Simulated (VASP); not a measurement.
Here is the system:

```
CELL_PARAMETERS angstrom
      2.06401    -3.57496     0.00000
      2.06401     3.57496     0.00000
      0.00000     0.00000     6.99994
ATOMIC_POSITIONS crystal
  Mg 0.00000 0.00000 0.00000
  I  0.33333 0.66667 0.23826
  I  0.66667 0.33333 0.76174
```

Computed with PBEsol GGA, VASP's PBE PAW potentials (set 64) (plane waves; VASP). Run with 400 eV cut-off, 6×6×3 Γ-centred mesh, Gaussian smearing of 0.010 eV, potentials Mg I.

Tensors are in the Cartesian frame of the cell as typed. Without a dispersion term in the relaxation, distances and binding between the weakly bound layers, chains or molecules are unreliable, and so is what depends on them.

Q: Give the electronic dielectric tensor ε∞ (DFPT, local fields included).

A: 
```
4.53  0.00  0.00
0.00  4.53  0.00
0.00  0.00  3.86
```

Q: Give the Born effective charges.

A: 
```json
[
 {"atom": "Mg1", "Z*xx": "2.49", "Z*yy": "2.49", "Z*zz": "1.51", "mean": "2.16"},
 {"atom": "I2", "Z*xx": "-1.25", "Z*yy": "-1.25", "Z*zz": "-0.75", "mean": "-1.08"},
 {"atom": "I3", "Z*xx": "-1.25", "Z*yy": "-1.25", "Z*zz": "-0.75", "mean": "-1.08"}
]
```

Q: And the static tensor with the ions free?

A: 
```
8.75  0.00  0.00
0.00  8.75  0.00
0.00  0.00  4.54
```

Q: Which frequencies do the optical Γ-point modes have (no LO-TO splitting)?

A: 64 (×2), 105, 178 (×2), 268 cm⁻¹.

The compound is MgI2 in the 1T layered structure. It was relaxed first.
